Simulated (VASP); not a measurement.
A convergence study with VASP on As (space group R-3m): one setting is varied, all else stays as given below, so the limit is that of these other settings. Each run relaxes cell and ions from the cell shown. The basis is that of the starting cell, so low cut-offs carry a Pulay error.

```
CELL_PARAMETERS angstrom
      3.69877    -1.88940     0.00000
      3.69877     1.88940     0.00000
      2.73362     0.00000     3.12698
ATOMIC_POSITIONS crystal
  As 0.22700 0.22700 0.22700
  As 0.77300 0.77300 0.77300
```

These are PBE GGA, VASP's PBE PAW potentials (set 64) (plane waves; VASP) values and carry that method's errors. The tightest run used: 600 eV cut-off, 11×11×11 Γ-centred mesh, Fermi-Dirac smearing of 0.10 eV, potentials As.

Question: The settings run are ENCUT = 150; ENCUT = 180; ENCUT = 210; ENCUT = 255; ENCUT = 300; ENCUT = 360; ENCUT = 450; ENCUT = 600. From which on does the relaxed volume stay within 0.05 Å³/atom of the tightest run?

Answer: From ENCUT = 300 on: it is off by 0.008 there and by no more than 0.05 in any finer run, while ENCUT = 255 is off by 0.096.
```tsv
setting	relaxed volume (Å³/atom)	E (eV/atom)	plane waves	difference judged (Å³/atom)
ENCUT = 150	21.583	-4.6678	190	1.038
ENCUT = 180	22.053	-4.6671	250	0.567
ENCUT = 210	22.377	-4.6704	317	0.243
ENCUT = 255	22.525	-4.6718	414	0.096
ENCUT = 300	22.612	-4.6724	529	0.008
ENCUT = 360	22.608	-4.6724	695	0.012
ENCUT = 450	22.608	-4.6724	966	0.012
ENCUT = 600	22.621	-4.6726	1475	0.000
```

Left out are rungs that failed or repeat a setting and relaxations that didn't move; long series are thinned to 24 rows.

The structure is a typed As crystal (space group no. 166).
